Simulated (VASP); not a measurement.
Runs of VASP 6.6.1 on OZr. The cell holds a molecule in a box, 2 atoms: a = 9.000 Å, b = 9.000 Å, c = 11.000 Å, α = 90.00°, β = 90.00°, γ = 90.00°. 

```csv
task,level,potentials or basis,cell,cutoff (eV),grid for exact exchange (PRECFOCK),screening parameter,gap on the mesh (eV),largest force (eV/Å)
atomic charges,PBE+TS,"VASP PAW PBE potentials, release 64 (O, Zr_sv)",as given,520,-,-,0.23,0.52
relaxation of the atoms,BLYP+D4,"VASP PAW PBE potentials, release 64 (O_h, Zr_sv)",atoms relaxed,900,-,-,0.21,-
single point,HSE06+D3(BJ),"VASP PAW PBE potentials, release 64 (O_s, Zr_sv)",as given,400,Fast,0.2 1/A,1.35,(a)
electron localisation function,PBE,"VASP PAW PBE potentials, release 64 (O, Zr_sv)",as given,520,-,-,0.23,0.52
```

Alike in all rows: no spin polarisation; k mesh 1 × 1 × 1; smearing gaussian 0.01 eV.

Fill in the values left out.

(a) 0.23.

Caveats: the PAW data sets were made with another functional, which shifts forces and pressure a little (some runs).

A k mesh can miss the band edges, and the runs leave out spin-orbit coupling on Zr.

Not every run made on this cell is shown here.
